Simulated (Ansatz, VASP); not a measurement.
# HfC in two plane-wave programs

Aim: how closely do two programs agree when they are given the same cell, functional and k mesh? The structure shown is the end of the Ansatz relaxation below.

Calculated with Ansatz 0.2.0; plane waves, with VASP 6.6.1 beside it; single point at PBEsol.

## (1) The starting structure

Symmetry: I4/mmm, No. 139, tetragonal system. Conventional cell: a = 3.225 Å, b = 3.225 Å, c = 4.625 Å, α = 90.00°, β = 90.00°, γ = 90.00°. Nearest to C lie 6 Hf at 2.28 to 2.31 Å. Nearest to Hf lie 6 C at 2.28 to 2.31 Å. Farther neighbours are not listed.

## (2) Ansatz: relaxation, PBEsol

Ansatz runs on its PAW soft_1 files.

This run makes the geometry at which the two programs are then compared.

input.yaml reads:

```yaml
crystal:
  lattice:
    - [0.0, 2.2805442699, 2.3035800706]
    - [2.2805442699, 0.0, 2.3035800706]
    - [2.2805442699, 2.2805442699, 0.0]
  atoms:
    - { symbol: C, position: [0.0, 0.0, 0.0] }
    - { symbol: Hf, position: [0.5, 0.5, 0.5] }
  conventional_axes: [[-1, 1, 1], [1, -1, 1], [1, 1, -1]]
kpoints:
  mp_grid: { grid: [16, 16, 16] }
hamiltonian:
  xc: pbesol
  pseudopotentials: { kind: paw, azcp: { folder: soft_1 }, xc_functional: pbe }
scf:
  occupations: { method: methfessel_paxton, width: 0.2 }
output:
  forces: true
  stress: true
  eigenvalues: true
relax:
  adjacent_minimum: "off"
  f_tol: 0.001
  max_steps: 60
  cell: { stress_tol: 0.01, fix: [a, b, gamma] }
```

The run is started by

```console
> ansatz run input.yaml --threads 4 --pin off --max-ram 10240MiB --backend cpu --events-out ev --progress --plain --runs-dir out
```

Numbers of over 12 decimals in the logs are rounded to 6 here.

What it wrote:

```text
Engine: ansatz 0.2.0, x86_64-unknown-linux-gnu
Pseudopotentials: kind: paw
Pseudopotential: C, paw, valence charge 4, recommended cutoff 420 eV (normal), soft_1/C.paw.azcp
Pseudopotential: Hf, paw, valence charge 26, recommended cutoff 420 eV (normal), soft_1/Hf.paw.azcp
Functional definition: PBEsol
  exchange = pbesol_x
  correlation = pbesol_c
Crystal: 2 atoms, lattice volume = 23.961 Å³
Basis set: ecut = 420 eV, 475 PW (Γ), exchange–correlation on 48×48×48 points (8 copies of the dense FFT grid, shifted against one another)
Bands: 19, of which v1, the nominal top of the filled ones, is band 15 counted from 1 (14 counted from 0)
Symmetry: 16 space group operations
Space group: I4/mmm (ITA 139), of the structure as read, at distance tolerance 2.9e-5 Å
k-points: 349 of 4096
Non-local potential: C, projectors of the file, l = 0: 2, l = 1: 2, l = 2: 1
Non-local potential: Hf, projectors of the file, l = 0: 3, l = 1: 2, l = 2: 2, l = 3: 3
PAW form: soft (Blöchl's): semilocal exchange-correlation on the pseudo side does not see the compensation charge
PAW frozen core: C, regenerated for the run's functional, and the local potential with it (the file was generated under x = pbe(κ = 0.804, μ = 0.219515), c = pbe(β = 0.066725))
PAW frozen core: Hf, regenerated for the run's functional, and the local potential with it (the file was generated under x = pbe(κ = 0.804, μ = 0.219515), c = pbe(β = 0.066725))
PAW one-centre angular grid: C, 110 points (default); XC on 64 Gauss nodes
PAW one-centre angular grid: Hf, 590 points (default); XC on 64 Gauss nodes
Initial density: superposition of atomic densities (chi_scale 0.1, normalization cell, long waves kept (reshape's long-wave potential 0.00 eV rms))
Initial wavefunctions: pseudopotential atomic-orbital guess
Functional: x = pbesol(κ = 0.804, μ = 0.123457), c = pbesol(β = 0.046)
SCF iter   1: F=—  HF=-15848.061101 eV  |F-HF|=—  |Δ(HF+E_count)|=         —  Δρ=8.87e-2  dr2=2.51e0  ethr=3.10e-3  ⟨swp⟩=4.9  Hψ=28919  notcnv=0
preconditioner: auto → Kerker (q_TF=auto, 2.832 Å⁻¹)  [metal: Δε(μ)=0.014 eV  Ē_g=17.701 eV  σ=0.200 eV  W_gap=0.06  n_scr=14 (ndim 8)  ℏωp=40.1 eV  f_vac=0.000  D(μ)=0.22/eV (n_scr^D=0)]
SCF iter   2: F=—  HF=-15847.536336 eV  |F-HF|=—  |Δ(HF+E_count)|=   5.25e-1  S|Δr|=    0.00e0  Δρ=3.40e-2  dr2=2.78e-1  ethr=3.10e-3  ⟨swp⟩=2.4  Hψ=12123  notcnv=0  defer=3
SCF iter   3: F=—  HF=-15847.478930 eV  |F-HF|=—  |Δ(HF+E_count)|=   5.74e-2  S|Δr|=    0.00e0  Δρ=1.41e-2  dr2=2.87e-2  ethr=9.25e-4  ⟨swp⟩=2.0  Hψ=12049  notcnv=0
SCF iter   4: F=—  HF=-15847.471858 eV  |F-HF|=—  |Δ(HF+E_count)|=   7.07e-3  S|Δr|=    0.00e0  Δρ=8.19e-3  dr2=7.48e-3  ethr=9.58e-5  ⟨swp⟩=2.1  Hψ=11941  notcnv=0
SCF iter   5: F=—  HF=-15847.472017 eV  |F-HF|=—  |Δ(HF+E_count)|=   1.59e-4  S|Δr|=    0.00e0  Δρ=1.45e-3  dr2=2.73e-4  ethr=2.49e-5  ⟨swp⟩=2.1  Hψ=10462  notcnv=0
SCF iter   6: F=—  HF=-15847.471957 eV  |F-HF|=—  |Δ(HF+E_count)|=   5.94e-5  S|Δr|=    0.00e0  Δρ=2.49e-4  dr2=1.50e-5  ethr=9.10e-7  ⟨swp⟩=2.4  Hψ=11075  notcnv=0
SCF iter   7: F=—  HF=-15847.471963 eV  |F-HF|=—  |Δ(HF+E_count)|=   5.61e-6  S|Δr|=    0.00e0  Δρ=7.16e-5  dr2=9.42e-7  ethr=4.99e-8  ⟨swp⟩=2.4  Hψ=12366  notcnv=0
SCF iter   8: F=-15847.471963 eV  HF=-15847.471963 eV  |F-HF|=4.37e-9  |Δ(HF+E_count)|=   1.12e-7  S|Δr|=    0.00e0  Δρ=1.36e-5  dr2=2.62e-8  ethr=3.33e-10  ⟨swp⟩=8.7  Hψ=42035  notcnv=0
SCF 1 converged in 8 iterations: F = -15847.471963 eV  dr2 = 2.62e-8
  greatest PAW one-centre occupation: 0.998 electrons in one spin orbital (limit 2), on the Hf atom at site 1 (counted from 0), in its partial waves of l = 0
relax step   1: F+E_penalty+E_count = -15847.47196322 eV  Δ(F+E_penalty+E_count) = +0.000e0 eV  max|allowed force component| = 7.731e-29 eV/Å  Δτ_max = 0.0000 Å  P = +5.231 GPa  Ω = 23.961 Å³  fix = [a, b, gamma]  reactions: a +6.774, b +6.774 GPa  (8 SCF iters, dr2 threshold 1.00e-7 eV, accepted)
[...]
relax step   4: F+E_penalty+E_count = -15847.47247423 eV  Δ(F+E_penalty+E_count) = -6.708e-7 eV  max|allowed force component| = 1.479e-29 eV/Å  Δτ_max = 0.0000 Å  P = +4.220 GPa  Ω = 24.056 Å³  energy of the carried Pulay correction = -1.189e-4 eV  fix = [a, b, gamma]  reactions: a +6.328, b +6.328 GPa  (4 SCF iters, dr2 threshold 3.13e-10 eV, accepted)
[...]
relax step   5: F+E_penalty+E_count = -15847.47259311 eV  Δ(F+E_penalty+E_count) = -1.189e-4 eV  max|allowed force component| = 1.602e-29 eV/Å  Δτ_max = 0.0000 Å  P = +4.225 GPa  Ω = 24.056 Å³  fix = [a, b, gamma]  reactions: a +6.333, b +6.333 GPa  stress off target by 1.11e-2 GPa on what of the cell is left free  SCF on the basis re-selected at this cell (its energy is not comparable with the rows above)  (6 SCF iters)
[...]
relax step   6: F+E_penalty+E_count = -15847.47259260 eV  Δ(F+E_penalty+E_count) = +5.051e-7 eV  max|allowed force component| = 2.524e-29 eV/Å  Δτ_max = 0.0000 Å  P = +4.221 GPa  Ω = 24.056 Å³  energy of the carried Pulay correction = -5.220e-7 eV  fix = [a, b, gamma]  reactions: a +6.331, b +6.331 GPa  (3 SCF iters, dr2 threshold 3.09e-10 eV, accepted)
[...]
relax step   7: F+E_penalty+E_count = -15847.47259361 eV  Δ(F+E_penalty+E_count) = -1.008e-6 eV  max|allowed force component| = 3.865e-29 eV/Å  Δτ_max = 0.0000 Å  P = +4.221 GPa  Ω = 24.056 Å³  fix = [a, b, gamma]  reactions: a +6.331, b +6.331 GPa  stress off target by 1.78e-3 GPa on what of the cell is left free  SCF on the basis re-selected at this cell (its energy is not comparable with the rows above)  (5 SCF iters)
basis re-selected at this cell: Δ(F+E_penalty+E_count) = -1.008e-6 eV, ΔP = -0.000 GPa vs the last step (what re-selecting the basis moved, of the pressure what is left beyond the Pulay correction that the steps carried, after the strain that the cell walked since its last selection, with what the two solves' SCF thresholds leave and, on support functions, any second-order correction that the steps lacked; it is no m [...]
SCF converged after 5 iterations
Stability not checked: this state was not tested for a lower state beside it, because cold or Methfessel-Paxton smearing, or corrected tetrahedra, fill the levels in a way that the test cannot read (fill_not_monotonic; see scf.lower_state_search)
Free energy (F): -15847.472594 eV
Harris-Foulkes:  -15847.472594 eV  (|F-HF|=5.46e-12)
Internal energy: -15847.471965 eV  (E = F + TS)
E sigma→0 (E₀):  -15847.472436 eV
Entropy (-TS):   -0.000629 eV (-0.314 meV/atom)
Fermi energy:    19.326933 eV
--- Per-component energies (eV) ---
  E_band       = 91.922508
  E_kinetic    = 496.273761
  E_local      = -6109.446987  (includes V_loc(G=0)·N_el)
  E_nonlocal   = 91.468168
  E_hartree    = 3000.732542
  E_xc         = -312.897210
  E_vxc        = -314.602738  (∫ρ·V_xc dr)
  E_paw        = -7673.971061  (= ΣΔE_a)
  E_vpaw       = -73.234883  (= ΣTr[D̂ρ^β])
  E_aug_tail   = 0.000109  (compensation charges beyond the density's cutoff)
  E_ewald      = -5340.903442
  E_core_change = 1.272157  (= ΣΔE_core)
  E_smearing   = -0.000629  (= −TS)
  E_closure    = -0.000000  (closes the sum)
  Σ components = -15847.472594   (vs F -15847.472594, Δ=0.00e0)
--- Forces (eV/Å), atoms counted from 1 ---
  atom   1  C      0.00000000    -0.00000000    -0.00000000
  atom   2  Hf     0.00000000     0.00000000     0.00000000
  max |Σ_I F_I| component: 7.42e-29 eV/Å
--- Stress (GPa, compression-positive) ---
        6.330656       0.000000      -0.000000
        0.000000       6.330656      -0.000000
       -0.000000      -0.000000       0.001780
  P = ⅓ Tr σ = 4.2210 GPa (42.210 kbar)
--- Band table (eV; the first three rows and the last of 349) ---
  k-point 0: bands = [... 11 lower, 8.5704, 20.3822, 20.4662, 20.4662, 20.5441, 20.7024, 20.7024, 22.6746]
  k-point 1: bands = [... 11 lower, 8.5702, 19.5961, 19.8181, 19.8990, 20.8651, 20.9414, 21.2462, 23.2118]
  k-point 2: bands = [... 11 lower, 8.5703, 18.5105, 18.9687, 19.0445, 21.2226, 21.2834, 21.6967, 24.3355]
  k-point 348: bands = [... 11 lower, 8.7113, 16.6514, 17.3400, 19.3843, 19.3843, 24.8358, 26.3580, 26.3580]
--- Relaxed structure (5 steps of the walk, 5 accepted, 2 SCFs on fresh bases) ---
  F+E_penalty+E_count = -15847.47259361 eV   max|allowed force component| = 3.865e-29 eV/Å   (the final SCF, on the basis selected at the relaxed cell)
  cell:  # Å, volume = 24.0564 Å³
    - [0, 2.2805442699, 2.312725]
    - [2.2805442699, 0, 2.312725]
    - [2.2805442699, 2.2805442699, 0]
  atoms:
    - { symbol: C, position: [0, 0, 0] }
    - { symbol: Hf, position: [0.5, 0.5, 0.500000] }
```

## (3) VASP: single point, PBEsol, pair 1

The same cell, functional, mesh and smearing now go to VASP, with its own data sets.

Lines of VASP's logs that name or quote its potential files are left out, and so is its time.

INCAR reads:

```
SYSTEM = HfC
PREC = Accurate
ENCUT = 600
EDIFF = 1E-06
NELM = 120
ISMEAR = 1
SIGMA = 0.2
LREAL = .FALSE.
ALGO = Normal
GGA = PS
NBANDS = 13
LASPH = .TRUE.
LORBIT = 11
LWAVE = .FALSE.
LCHARG = .FALSE.
ISIF = 2
GGA_COMPAT = .FALSE.
KPAR = 2
```

POSCAR reads:

```
HfC
1.0
    0.0000000000      2.2805442699      2.3127247229
    2.2805442699      0.0000000000      2.3127247229
    2.2805442699      2.2805442699      0.0000000000
C Hf
1 1
Direct
    0.0000000000      0.0000000000      0.0000000000
    0.5000000000      0.5000000000      0.5000000000
```

KPOINTS reads:

```
Automatic mesh
0
Gamma
16 16 16
0 0 0
```

Potentials, in the order of the species: C and Hf_pv (PBE family, release 64).

The run is started by

```console
> mpirun -np 2 vasp_std
```

What it wrote:

```text
[banner, memory and clock lines left out]
running    2 mpi-ranks, on    1 nodes
 distrk:  each k-point on    1 cores,    2 groups
 distr:  one band on    1 cores,    1 groups

 POSCAR found type information on POSCAR C Hf
 POSCAR found :  2 types and       2 ions
|                                                                             |
|               ----> ADVICE to this user running VASP <----                  |
|                                                                             |
|     You enforced a specific xc type in the INCAR file but a different       |
|     [... a line on the potential file left out ...]
|     I HOPE YOU KNOW WHAT YOU ARE DOING!                                     |
|                                                                             |

 LDA part: xc-table for (Slater+PW92), standard interpolation
 POSCAR, INCAR and KPOINTS ok, starting setup
 FFT: planning ... GRIDC
 FFT: planning ... GRID_SOFT
 FFT: planning ... GRID
 WAVECAR not read
 entering main loop
       N       E                     dE             d eps       ncg     rms          rms(c)
DAV:   1     0.250794881582E+02    0.25079E+02   -0.85972E+03  9098   0.119E+03
DAV:   2    -0.233177161945E+02   -0.48397E+02   -0.45392E+02 11439   0.222E+02
DAV:   3    -0.250437764859E+02   -0.17261E+01   -0.17131E+01 11340   0.299E+01
DAV:   4    -0.250535715828E+02   -0.97951E-02   -0.97933E-02 10099   0.264E+00
DAV:   5    -0.250536359338E+02   -0.64351E-04   -0.64349E-04 11347   0.196E-01    0.627E+01
DAV:   6    -0.222530329709E+02    0.28006E+01   -0.11936E+01 10439   0.186E+01    0.440E+01
DAV:   7    -0.222028249678E+02    0.50208E-01   -0.50893E-01 10479   0.522E+00    0.238E+01
DAV:   8    -0.221918991063E+02    0.10926E-01   -0.48219E-02 10974   0.178E+00    0.462E+00
DAV:   9    -0.221876788506E+02    0.42203E-02   -0.19854E-02 10769   0.777E-01    0.184E+00
DAV:  10    -0.221872860963E+02    0.39275E-03   -0.15681E-03 11071   0.293E-01    0.707E-02
DAV:  11    -0.221872829693E+02    0.31270E-05   -0.72954E-05 10489   0.797E-02    0.167E-02
DAV:  12    -0.221872824347E+02    0.53466E-06   -0.28130E-06 11163   0.139E-02
   1 F= -.22187282E+02 E0= -.22187061E+02  d E =-.663160E-03
```

OUTCAR, selected parts (step 3):

```text
ion  position               nearest neighbor table
   1  0.000  0.000  0.000-   2 2.28   2 2.28   2 2.28   2 2.28   2 2.31   2 2.31
   2  0.500  0.500  0.500-   1 2.28   1 2.28   1 2.28   1 2.28   1 2.31   1 2.31

  LATTYP: Found a body centered tetragonal cell.
 ALAT       =     3.2251766361
 C/A-ratio  =     1.4341693395

 Subroutine GETGRP returns: Found 16 space group operations
 (whereof 16 operations were pure point group operations)

The static configuration has the point symmetry D_4h.

 Found    349 irreducible k-points:

   k-points           NKPTS =    349   k-points in BZ     NKDIM =    349   number of bands    NBANDS=     13

   dimension x,y,z NGX =    28 NGY =   28 NGZ =   28
   dimension x,y,z NGXF=    56 NGYF=   56 NGZF=   56

   ENCUT  =  600.0 eV  44.10 Ry    6.64 a.u.   6.49  6.49  6.44*2*pi/ulx,y,z

   NELECT =      14.0000    total number of electrons

 k-points in reciprocal lattice and weights: Automatic mesh
   0.00000000  0.00000000  0.00000000       0.000
   0.06250000  0.00000000  0.00000000       0.002
   0.12500000  0.00000000  0.00000000       0.002
   0.18750000  0.00000000  0.00000000       0.002
   0.25000000  0.00000000  0.00000000       0.002
   0.31250000  0.00000000  0.00000000       0.002
   0.37500000  0.00000000  0.00000000       0.002
   0.43750000  0.00000000  0.00000000       0.002
   0.50000000  0.00000000  0.00000000       0.001
[...]
-0.31250000  0.18750000  0.50000000       0.001
  -0.25000000  0.25000000  0.50000000       0.000

 average (electrostatic) potential at core
       1 -47.5021       2 -34.6902

 E-fermi :   6.1271

 k-point     1 :       0.0000    0.0000    0.0000
  band No.  band energies     occupation
      1     -23.1499      2.00000
      2     -23.1347      2.00000
      3     -23.1347      2.00000
      4      -6.3644      2.00000
      5       7.1450     -0.00000
      6       7.2262     -0.00000
      7       7.2262     -0.00000
      8       7.3976     -0.00000
      9       7.5557     -0.00000
    ...

 k-point     2 :       0.0625    0.0000    0.0000
  band No.  band energies     occupation
      1     -23.1747      2.00000
      2     -23.1466      2.00000
      3     -23.1374      2.00000
      4      -6.2576      2.00000
      5       6.3914     -0.06838
      6       6.6060     -0.00366
      7       6.6836     -0.00060
      8       7.7046     -0.00000
      9       7.7836     -0.00000
    ...

 k-point     3 :       0.1250    0.0000    0.0000
  band No.  band energies     occupation
    ...
      3     -23.1453      2.00000
      4      -5.9466      2.00000
      5       5.3039      2.00000
      6       5.7664      2.02861
      7       5.8406      2.06106
      8       8.0665     -0.00000
      9       8.1286     -0.00000
     10       8.5076     -0.00000
     11      11.1791      0.00000
     12      11.4088      0.00000
    ...

  Total        0.9070410      0.9070410     -0.0620877      0.0000000      0.0000000      0.0000000
  in kB       60.4096801     60.4096801     -4.1350934      0.0000000      0.0000000      0.0000000
  external PRESSURE =      38.8947556 kB  Pullay stress =       0.0000000 kB

  energy-cutoff  :      600.00
  volume of cell :       24.06
      direct lattice vectors                 reciprocal lattice vectors
     0.000000000  2.280544270  2.312724723    -0.219245908  0.219245908  0.216195207
     2.280544270  0.000000000  2.312724723     0.219245908 -0.219245908  0.216195207
     2.280544270  2.280544270  0.000000000     0.219245908  0.219245908 -0.216195207

 POSITION                                       TOTAL-FORCE (eV/Angst)
 -----------------------------------------------------------------------------------
      0.00000      0.00000      0.00000         0.000000     -0.000000      0.000000
      2.28054      2.28054      2.31272        -0.000000      0.000000     -0.000000
 -----------------------------------------------------------------------------------
    total drift:                                0.000000      0.000000      0.000000

  FREE ENERGIE OF THE ION-ELECTRON SYSTEM (eV)
  ---------------------------------------------------
  free  energy   TOTEN  =       -22.1872824347 eV

  energy  without entropy=      -22.1866192748  energy(sigma->0) =      -22.18706138

 total charge
# of ion       s       p       d       tot
------------------------------------------
    1        0.872   1.525   0.000   2.397
    2        0.324   6.679   1.755   8.757
--------------------------------------------------
tot          1.196   8.204   1.755  11.155

[... 3 further parts left out ...]
```

Harder data sets than Hf_pv exist (the GW ones), and pressures, volumes and forces can shift noticeably with them.

## (4) Comparison

Known differences besides the potentials themselves: the data sets hold 30 valence electrons in Ansatz (on its PAW soft_1 files) and 14 in VASP; the cutoff is 420 eV in Ansatz and 600 eV in VASP; Ansatz makes its cores anew for this functional, VASP keeps those of its PBE data sets; Ansatz's pressure holds a Pulay correction, VASP's none. Total energies have different zeros and are not compared.

Both answers:

```csv
quantity,Ansatz,VASP,difference
pressure (GPa),4.22,3.89,+0.33
```

## (5) Ansatz: relaxation, PBEsol

This run makes the geometry at which the two programs are then compared. The cell compared in this pair holds 23.04 Å³, against 24.06 Å³ for the pair before.

The structure compared here is the end of the Ansatz relaxation.

input.yaml, the sections that differ from step 2:

```yaml
crystal:
  lattice:
    - [0.0872369414, 2.2986738091, 2.2986738091]
    - [2.2986738091, 0.0872369414, 2.2986738091]
    - [2.2986738091, 2.2986738091, 0.0872369414]
  atoms:
    - { symbol: C, position: [0.0, 0.0, 0.0] }
    - { symbol: Hf, position: [0.5, 0.5, 0.5] }
  conventional_axes: [[-1, 1, 0], [0, -1, 1], [1, 1, 1]]
# kpoints, hamiltonian, scf, output, relax: as in step 2
```

The run is started by

```console
> ansatz run input.yaml --threads 4 --pin off --max-ram 10240MiB --backend cpu --events-out ev --progress --plain --runs-dir out
```

What it wrote:

```text
[...]
Crystal: 2 atoms, lattice volume = 22.910 Å³
Basis set: ecut = 420 eV, 453 PW (Γ), exchange–correlation on 48×48×48 points (8 copies of the dense FFT grid, shifted against one another)
Bands: 19, of which v1, the nominal top of the filled ones, is band 15 counted from 1 (14 counted from 0)
Symmetry: 12 space group operations
[...]
k-points: 417 of 4096
[...]
k-point 416: bands = [... 11 lower, 11.8030, 13.5676, 17.3351, 17.3351, 25.6721, 25.6721, 26.1933, 27.6159]
--- Relaxed structure (5 steps of the walk, 4 accepted, 2 SCFs on fresh bases) ---
[...]
cell:  # Å, volume = 23.0368 Å³
    - [0.095897, 2.307334, 2.307334]
    - [2.307334, 0.095897, 2.307334]
    - [2.307334, 2.307334, 0.095897]
  atoms:
    - { symbol: C, position: [0, 0, 0] }
    - { symbol: Hf, position: [0.5, 0.5, 0.500000] }
[key lines of the parts left out:]
SCF converged after 4 iterations
Free energy (F): -15847.339618 eV
Fermi energy:    20.323775 eV
P = ⅓ Tr σ = 16.5422 GPa (165.422 kbar)
```

[end of part 1 of 2]

[Lines on the potential files, build, host, timing and source positions are cut from VASP's logs without a mark.]

[Logs are printed without paths, hosts, clocks, repeated set-up lines and the standing remarks that a program may print on its own settings, such as how far it seeks lower states.]

[Hosts, paths, dates, database ids (printed as entryN), source tags and the programs' standing remarks are cut or masked in the printed files.]
